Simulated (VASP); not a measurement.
C:

```
CELL_PARAMETERS angstrom
0.00000 1.78350 1.78350
1.78350 0.00000 1.78350
1.78350 1.78350 0.00000
ATOMIC_POSITIONS crystal
C 0.00000 0.00000 0.00000
C 0.25000 0.25000 0.25000
```

This isn't the form of C at room conditions, which is graphite.

Base run:

```yaml
Program: VASP 6.6.1
Functional: HSE06
Potentials_or_basis: VASP PAW PBE potentials, release 64 (C)
Cutoff: 420 eV
k_mesh: 8 × 8 × 8
Occupations: gaussian, width 0.05 eV
Spin: no spin polarisation
```

Its results: band gap on the k mesh 5.29 eV, indirect (least direct gap 6.98 eV).

Question: The run is repeated on the same cell with these changes: functional from HSE06 to LDA; potentials or basis from VASP PAW PBE potentials, release 64 (C) to VASP PAW LDA potentials, release 64 (C). What comes out?

Answer: Band gap on the k mesh 4.09 eV, indirect (least direct gap 5.53 eV).

A k mesh can miss the band edges.
